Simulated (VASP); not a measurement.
Data:

```
BaO
1.0
    0.00000     2.78529     2.78529
    2.78529     0.00000     2.78529
    2.78529     2.78529     0.00000
Ba O
1 1
Cartesian
  0.00000   0.00000   0.00000
  2.78529   2.78529   2.78529
```

Level of theory: PBE GGA with D3 dispersion (Becke-Johnson damping), VASP's PBE PAW potentials (set 64) (plane waves; VASP). Run with 520 eV cut-off, Gaussian smearing of 0.050 eV, potentials Ba_sv O.

Unless said otherwise, spin-orbit coupling is left out, though it shifts the bands of the heavy elements here.

Question: Estimate the band gap (along the path) with the smallest direct gap where there is one.

Answer: 
The band gap (along the path) is 2.03 eV and the smallest direct gap (along the path) is 2.03 eV.

Only differences to runs with the same potentials and settings are physical.

The compound is BaO in the rock salt structure. It was relaxed first.
